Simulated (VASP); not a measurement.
All values below come from PW91 GGA, VASP's PBE PAW potentials (set 64) (plane waves; VASP 6.6.1).

A VASP calculation is set up with these files.

INCAR:
```
LCHARG = F
ENCUT = 520   ! plane-wave cut-off (eV)
SIGMA = 0.05   ! width (eV)
SYSTEM = PbSe
LREAL = F   ! projection in real space or not
NELM = 100
ISIF = 2
LWAVE = F
EDIFF = 1E-7   ! SCF stop (eV)
ISMEAR = 0   ! Gaussian
LMAXMIX = 4
GGA = 91
LASPH = T   ! aspherical one-centre terms
ALGO = Normal
PREC = Accurate
```

### KPOINTS
```
Automatic mesh
0
Gamma
7 7 7
0 0 0
```

### POSCAR
```
PbSe
1
    0.0000000000     3.1674593063     3.1674593063
    3.1674593063     0.0000000000     3.1674593063
    3.1674593063     3.1674593063     0.0000000000
Pb Se
1 1
Direct
  0.0000000000   0.0000000000   0.0000000000
  0.5000000000   0.5000000000   0.5000000000
```

POTCAR, in this order: Pb_d Se (PBE.64 set). Program: vasp_std.

Task: What will the output report for the number of irreducible k-points (NKPTS), largest plane-wave count, number of space-group operations, FFT grid (NGX, NGY, NGZ)?

Result: 
```json
{
 "number of irreducible k-points (NKPTS)": "20",
 "largest_plane_wave_count": "1729",
 "number_of_space_group_operations": "48",
 "FFT grid (NGX, NGY, NGZ)": "36 × 36 × 36"
}
```

The compound is PbSe in the rock salt structure. This cell is one point of a volume scan, at 1.06 of the reference volume.
